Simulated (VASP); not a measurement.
Consider the following.

```
CELL_PARAMETERS angstrom
      0.00000     2.24524     2.24524
      2.24524     0.00000     2.24524
      2.24524     2.24524     0.00000
ATOMIC_POSITIONS crystal
  Hf 0.00000 0.00000 0.00000
  N  0.50000 0.50000 0.50000
```

Level of theory: PBEsol GGA, VASP's PBE PAW potentials (set 64) (plane waves; VASP 6.6.1). Settings: 620 eV cut-off, 14×14×14 Γ-centred mesh, first-order Methfessel-Paxton smearing of 0.10 eV, potentials Hf_pv N.

Problem. The ions, cell shape and volume at an external pressure of 5.0 GPa are relaxed. Give the cell that the relaxation ends in.

Solution. 
```
CELL_PARAMETERS angstrom
      0.00000     2.23265     2.23265
      2.23265     0.00000     2.23265
      2.23265     2.23265     0.00000
ATOMIC_POSITIONS crystal
  Hf 0.00000 0.00000 0.00000
  N  0.50000 0.50000 0.50000
```
Space group Fm-3m (225), at a tolerance of 0.03 Å.

Problem. How do energy and volume change from the first to the last step?

Solution. The energy (σ→0) changes by +2.8 meV/atom and the volume by -1.7 %, in 3 ionic steps.

```tsv
step	E(σ→0) (eV)	max force (eV/Å)	pressure (GPa)	volume (Å³)
1	-22.9921	0.000	-0.17	22.64
2	-22.9323	0.000	17.31	21.46
3	-22.9866	0.000	4.94	22.26
```

The compound is HfN in the rock salt structure. This run relaxes it under an external pressure of 5 GPa. Symmetry was kept, so distortions that lower it aren't found. The electron count is odd and the run is not spin-polarised, which forces a metal.
